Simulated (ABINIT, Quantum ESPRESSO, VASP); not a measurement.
One structure in several programs: Tl (P6_3/mmc, 2 atoms in the cell)

Self-consistent single point.

```xyz
2
Lattice="1.7165 -2.9731 0.0000 1.7165 2.9731 0.0000 0.0000 0.0000 5.4769" Properties=species:S:1:pos:R:3 pbc="T T T"
Tl     1.7165     0.9910     1.3692
Tl     1.7165    -0.9910     4.1077
```

Shared settings, as Quantum ESPRESSO writes them: occupations = smearing; smearing = gauss; degauss = 0.0036749 Ry; noncolin = true; lspinorb = true; K_POINTS = automatic 8 8 4 0 0 0. Potentials and cutoffs stand in the table.

```json
[
 {"code": "Quantum ESPRESSO", "model": "PBE, spin-orbit coupling, PseudoDojo fully relativistic norm-conserving (PBE) pseudopotentials", "pressure (GPa)": "4.05", "cutoff": "65 Ry"},
 {"code": "ABINIT", "model": "PBE, spin-orbit coupling, norm-conserving pseudopotentials (PseudoDojo nc-fr-04 PBE standard)", "pressure (GPa)": "4.05", "cutoff": "31 Ha"},
 {"code": "VASP", "model": "PBE, spin-orbit coupling, VASP's PBE PAW potentials (set 64)", "pressure (GPa)": "3.66", "cutoff": "300 eV"}
]
```

The spread over the programs that give each value: pressure within 0.39 GPa.

VASP's run is marked for a possible Pulay error in its stress at this cutoff; no cutoff test was made.

The starting cell has typed, rounded lattice constants, without a prior relaxation at this level. Its lattice was rescaled by a random factor within 2.5 % of one.

Left out of this page: Ansatz and SIESTA (not drawn, or without a comparable value); Elk and FLEUR (with a known weakness of the program).
